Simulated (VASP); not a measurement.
These are LDA (Ceperley-Alder, Perdew-Zunger), VASP's LDA PAW potentials (set 64) (plane waves; VASP) values and carry that method's errors.

VASP ran on this input.

KPOINTS:
```
Automatic mesh
0
Gamma
7 7 2
0 0 0
```

**INCAR**
```
# general
SYSTEM  = MoTe2
PREC    = Accurate
ENCUT   = 480
LREAL   = .FALSE.
LASPH   = .TRUE.   # aspherical one-centre terms

# electronic loop
EDIFF   = 1E-6   # SCF stop (eV)
NELM    = 100
ALGO    = Normal   # blocked Davidson
LMAXMIX = 4   # l cut-off of mixed one-centre charges

# smearing
ISMEAR  = 0   # Gaussian
SIGMA   = 0.05   # width (eV)

# ions
IBRION  = 2
NSW     = 60
ISIF    = 3   # ions, shape and volume
EDIFFG  = -0.02   # ionic stop

# output
LWAVE   = .FALSE.
LCHARG  = .FALSE.
```

File POSCAR:
```
MoTe2
1.0
  3.4739762958   0.0000000000   0.0000000000
 -1.7369881479   3.0085513194   0.0000000000
  0.0000000000   0.0000000000  13.9014876108
Te Mo
4 2
direct
  0.6666670000   0.3333330000   0.3793468474
  0.3333330000   0.6666670000   0.8793468474
  0.3333330000   0.6666670000   0.6206531526
  0.6666670000   0.3333330000   0.1206531526
  0.6666670000   0.3333330000   0.7500000000
  0.3333330000   0.6666670000   0.2500000000
```

POTCAR, in this order: Te Mo_sv (LDA.64 set). Program: vasp_std.

The resulting files:

File OSZICAR:
```
       N       E                     dE             d eps       ncg     rms          rms(c)
DAV:   1     0.416753569282E+03    0.41675E+03   -0.26028E+04  1136   0.142E+03
DAV:   2    -0.151090151928E+02   -0.43186E+03   -0.42326E+03  1168   0.360E+02
DAV:   3    -0.419224533423E+02   -0.26813E+02   -0.26543E+02  1262   0.732E+01
DAV:   4    -0.426085440603E+02   -0.68609E+00   -0.68402E+00  1198   0.117E+01
DAV:   5    -0.426280374499E+02   -0.19493E-01   -0.19489E-01  1314   0.206E+00    0.237E+01
DAV:   6    -0.417135292838E+02    0.91451E+00   -0.76914E+00  1190   0.151E+01    0.901E+00
DAV:   7    -0.416374082897E+02    0.76121E-01   -0.71086E+00  1098   0.115E+01    0.639E+00
DAV:   8    -0.412656627433E+02    0.37175E+00   -0.16591E+00  1163   0.612E+00    0.307E+00
DAV:   9    -0.412683814450E+02   -0.27187E-02   -0.24653E-01  1289   0.223E+00    0.136E+00
DAV:  10    -0.412603839712E+02    0.79975E-02   -0.53838E-02  1205   0.124E+00    0.307E-01
DAV:  11    -0.412605230099E+02   -0.13904E-03   -0.28178E-03  1334   0.256E-01    0.316E-01
DAV:  12    -0.412605103321E+02    0.12678E-04   -0.42484E-04  1195   0.838E-02    0.165E-01
DAV:  13    -0.412604599819E+02    0.50350E-04   -0.10613E-04  1224   0.609E-02    0.112E-01
DAV:  14    -0.412604482560E+02    0.11726E-04   -0.44894E-05  1246   0.279E-02    0.461E-02
DAV:  15    -0.412604484054E+02   -0.14936E-06   -0.97969E-07   755   0.510E-03
   1 F= -.41260448E+02 E0= -.41260448E+02  d E =-.412604E+02
       N       E                     dE             d eps       ncg     rms          rms(c)
DAV:   1    -0.412624396641E+02   -0.19914E-02   -0.51533E-02  1028   0.149E+00    0.322E-01
DAV:   2    -0.412615926603E+02    0.84700E-03   -0.17522E-02  1161   0.690E-01    0.268E-01
DAV:   3    -0.412609784451E+02    0.61422E-03   -0.31021E-03  1111   0.241E-01    0.541E-02
DAV:   4    -0.412609495019E+02    0.28943E-04   -0.34027E-04  1219   0.771E-02    0.478E-02
DAV:   5    -0.412609351454E+02    0.14357E-04   -0.87920E-05  1246   0.528E-02    0.552E-02
DAV:   6    -0.412609349805E+02    0.16487E-06   -0.15866E-05  1087   0.168E-02    0.165E-02
DAV:   7    -0.412609347471E+02    0.23338E-06   -0.16255E-06   671   0.770E-03
   2 F= -.41260935E+02 E0= -.41260935E+02  d E =-.486342E-03
       N       E                     dE             d eps       ncg     rms          rms(c)
DAV:   1    -0.412753143241E+02   -0.14379E-01   -0.46785E-01  1000   0.450E+00    0.972E-01
DAV:   2    -0.412676451541E+02    0.76692E-02   -0.14999E-01  1133   0.203E+00    0.779E-01
DAV:   3    -0.412624291415E+02    0.52160E-02   -0.27069E-02  1062   0.711E-01    0.168E-01
DAV:   4    -0.412621509290E+02    0.27821E-03   -0.27971E-03  1210   0.231E-01    0.138E-01
DAV:   5    -0.412620356033E+02    0.11533E-03   -0.72160E-04  1189   0.153E-01    0.161E-01
DAV:   6    -0.412620317393E+02    0.38640E-05   -0.13849E-04  1201   0.508E-02    0.421E-02
DAV:   7    -0.412620305658E+02    0.11735E-05   -0.15563E-05  1273   0.221E-02    0.292E-02
DAV:   8    -0.412620303048E+02    0.26098E-06   -0.96841E-07   657   0.451E-03
   3 F= -.41262030E+02 E0= -.41262030E+02  d E =-.158190E-02
       N       E                     dE             d eps       ncg     rms          rms(c)
DAV:   1    -0.413156436713E+02   -0.53613E-01   -0.18767E+00  1000   0.904E+00    0.194E+00
DAV:   2    -0.412843401022E+02    0.31304E-01   -0.58875E-01  1119   0.402E+00    0.155E+00
DAV:   3    -0.412640004995E+02    0.20340E-01   -0.10663E-01  1055   0.141E+00    0.342E-01
DAV:   4    -0.412628649304E+02    0.11356E-02   -0.10851E-02  1166   0.463E-01    0.276E-01
DAV:   5    -0.412624272959E+02    0.43763E-03   -0.27609E-03  1209   0.304E-01    0.318E-01
DAV:   6    -0.412624044805E+02    0.22815E-04   -0.54372E-04  1179   0.101E-01    0.821E-02
DAV:   7    -0.412624016204E+02    0.28600E-05   -0.60767E-05  1241   0.442E-02    0.573E-02
DAV:   8    -0.412624007118E+02    0.90868E-06   -0.39356E-06   995   0.895E-03
   4 F= -.41262401E+02 E0= -.41262401E+02  d E =-.195231E-02
       N       E                     dE             d eps       ncg     rms          rms(c)
DAV:   1    -0.412683332372E+02   -0.59316E-02   -0.20166E-01  1000   0.297E+00    0.654E-01
DAV:   2    -0.412651101314E+02    0.32231E-02   -0.66049E-02  1133   0.136E+00    0.515E-01
DAV:   3    -0.412627268336E+02    0.23833E-02   -0.12326E-02  1061   0.480E-01    0.114E-01
DAV:   4    -0.412626174331E+02    0.10940E-03   -0.12990E-03  1196   0.154E-01    0.918E-02
DAV:   5    -0.412625585740E+02    0.58859E-04   -0.33422E-04  1217   0.104E-01    0.107E-01
DAV:   6    -0.412625578589E+02    0.71506E-06   -0.45155E-05  1217   0.292E-02    0.316E-02
DAV:   7    -0.412625577137E+02    0.14519E-06   -0.35897E-06   915   0.112E-02
   5 F= -.41262558E+02 E0= -.41262558E+02  d E =-.210931E-02
       N       E                     dE             d eps       ncg     rms          rms(c)
DAV:   1    -0.412635857433E+02   -0.10279E-02   -0.79690E-02   999   0.193E+00    0.507E-01
DAV:   2    -0.412628187701E+02    0.76697E-03   -0.17164E-02  1188   0.733E-01    0.183E-01
DAV:   3    -0.412623119446E+02    0.50683E-03   -0.79137E-03  1083   0.361E-01    0.213E-01
DAV:   4    -0.412621792347E+02    0.13271E-03   -0.49060E-04  1074   0.120E-01    0.764E-02
DAV:   5    -0.412621337299E+02    0.45505E-04   -0.41973E-04  1226   0.111E-01    0.186E-02
DAV:   6    -0.412621318602E+02    0.18697E-05   -0.17695E-05  1234   0.239E-02    0.155E-02
DAV:   7    -0.412621316144E+02    0.24574E-06   -0.23669E-06   770   0.826E-03
   6 F= -.41262132E+02 E0= -.41262132E+02  d E =0.426099E-03
       N       E                     dE             d eps       ncg     rms          rms(c)
DAV:   1    -0.412633636361E+02   -0.12318E-02   -0.38681E-02   999   0.134E+00    0.356E-01
DAV:   2    -0.412629827837E+02    0.38085E-03   -0.81754E-03  1166   0.508E-01    0.122E-01
DAV:   3    -0.412627460911E+02    0.23669E-03   -0.36682E-03  1083   0.249E-01    0.149E-01
DAV:   4    -0.412626822207E+02    0.63870E-04   -0.23415E-04  1074   0.825E-02    0.540E-02
DAV:   5    -0.412626597620E+02    0.22459E-04   -0.20786E-04  1233   0.784E-02    0.136E-02
DAV:   6    -0.412626587266E+02    0.10354E-05   -0.86995E-06  1099   0.167E-02    0.118E-02
DAV:   7    -0.412626585837E+02    0.14288E-06   -0.12200E-06   657   0.619E-03
   7 F= -.41262659E+02 E0= -.41262659E+02  d E =-.100870E-03
```

OUTCAR:
```
------------------------ aborting loop because EDIFF is reached ----------------------------------------
  FORCE on cell =-STRESS in cart. coord.  units (eV):
  Direction    XX          YY          ZZ          XY          YZ          ZX
  --------------------------------------------------------------------------------------
  Total       -0.0377854     -0.0377854      0.0243582      0.0000000      0.0000000      0.0000000
  in kB       -0.4203238     -0.4203237      0.2709599      0.0000000      0.0000000      0.0000000
  external PRESSURE =      -0.1898958 kB  Pullay stress =       0.0000000 kB
  volume of cell :      144.03
      direct lattice vectors                 reciprocal lattice vectors
     3.475919318  0.000000000  0.000000000     0.287693674  0.166100043  0.000000000
    -1.737959659  3.010234025 -0.000000000     0.000000000  0.332200085  0.000000000
     0.000000000 -0.000000000 13.765140469     0.000000000  0.000000000  0.072647279
 POSITION                                       TOTAL-FORCE (eV/Angst)
 -----------------------------------------------------------------------------------
      1.73796      1.00341      5.23992        -0.000000      0.000000      0.002865
     -0.00000      2.00682     12.12249         0.000000     -0.000000      0.002865
     -0.00000      2.00682      8.52522         0.000000      0.000000     -0.002865
      1.73796      1.00341      1.64265        -0.000000     -0.000000     -0.002865
      1.73796      1.00341     10.32386         0.000000     -0.000000     -0.000000
     -0.00000      2.00682      3.44129        -0.000000      0.000000     -0.000000
 -----------------------------------------------------------------------------------
    total drift:                               -0.001381      0.000797     -0.000027
  FREE ENERGIE OF THE ION-ELECTRON SYSTEM (eV)
  ---------------------------------------------------
  free  energy   TOTEN  =       -41.2626585837 eV

  energy  without entropy=      -41.2626585837  energy(sigma->0) =      -41.26265858

 reached required accuracy - stopping structural energy minimisation
```
(Selected blocks of OUTCAR.)

File CONTCAR:
```
MoTe2
   1.00000000000000
     3.4759193181918264    0.0000000000000000    0.0000000000000000
    -1.7379596590959132    3.0102340254718740   -0.0000000000000000
     0.0000000000000000   -0.0000000000000000   13.7651404689653081
  Te              Mo
     4     2
Direct
     0.6666669999999968    0.3333330000000032    0.3806658815469522
     0.3333330000000032    0.6666669999999968    0.8806658815469521
     0.3333330000000032    0.6666669999999968    0.6193341184530479
     0.6666669999999968    0.3333330000000032    0.1193341184530478
     0.6666669999999968    0.3333330000000032    0.7500000000000000
     0.3333330000000032    0.6666669999999968    0.2500000000000000
```

OUTCAR:
```
 val. band max:        8.5579310429   @ k =   0.0000   0.0000   0.0000

 cond. band min:       9.3270115029   @ k =   0.2857   0.1429   0.0000


 Fermi energy:         8.8634735717

 k-point     1 :       0.0000    0.0000    0.0000
  band No.  band energies     occupation
      1     -51.9016      2.00000
      2     -51.9016      2.00000
      3     -26.2876      2.00000
      4     -26.2876      2.00000
      5     -26.1214      2.00000
      6     -26.1214      2.00000
      7     -26.1214      2.00000
      8     -26.1214      2.00000
      9      -4.7340      2.00000
     10      -4.3518      2.00000
     11      -3.8692      2.00000
     12      -3.2714      2.00000
     13       2.4296      2.00000
     14       3.8875      2.00000
     15       5.2213      2.00000
     16       6.6716      2.00000
     17       6.6716      2.00000
     18       6.6893      2.00000
     19       6.6893      2.00000
     20       7.3520      2.00000
     21       7.4821      2.00000
     22       7.4821      2.00000
     23       7.5225      2.00000
     24       7.5225      2.00000
     25       8.3123      2.00000
     26       8.5579      2.00000
     27      11.5449      0.00000
     28      11.5449      0.00000
     29      11.7004      0.00000
     30      11.7004      0.00000
     31      11.7767      0.00000

 k-point     2 :       0.1429    0.0000    0.0000
  band No.  band energies     occupation
      1     -51.8993      2.00000
      2     -51.8993      2.00000
      3     -26.2810      2.00000
      4     -26.2810      2.00000
      5     -26.1506      2.00000
      6     -26.1506      2.00000
      7     -26.1281      2.00000
      8     -26.1281      2.00000
      9      -4.4343      2.00000
     10      -4.0571      2.00000
     11      -3.6471      2.00000
     12      -3.0816      2.00000
     13       2.7559      2.00000
     14       4.1905      2.00000
     15       5.0760      2.00000
     16       6.0380      2.00000
     17       6.1016      2.00000
...
```

Unless said otherwise, spin-orbit coupling is left out, though it shifts the bands of the heavy elements here.

The compound is MoTe2 in the 2H layered structure. This run relaxes it. Symmetry was kept, so distortions that lower it aren't found. The start is the result of an earlier pass.
